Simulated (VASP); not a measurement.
Given:

```
CELL_PARAMETERS angstrom
      4.15490     0.00000     0.00000
      0.00000     4.15490     0.00000
      0.00000     0.00000     4.15490
ATOMIC_POSITIONS crystal
  Ba 0.00000 0.00000 0.00000
  Hf 0.50000 0.50000 0.50000
  O  0.50000 0.00000 0.50000
  O  0.00000 0.50000 0.50000
  O  0.50000 0.50000 0.00000
```

The numbers are results of PBEsol GGA, VASP's PBE PAW potentials (set 64) (plane waves; VASP), not measurements. Settings: 520 eV cut-off, 5×5×5 Γ-centred mesh, Gaussian smearing of 0.050 eV, potentials Ba_sv Hf_pv O.

Question: Predict the energy per atom (σ→0).

Answer: 
```yaml
energy per atom (σ→0): -878.3 kJ/mol-atom
```

The compound is BaHfO3 in the cubic perovskite structure. It was relaxed first. The start is the result of an earlier pass.
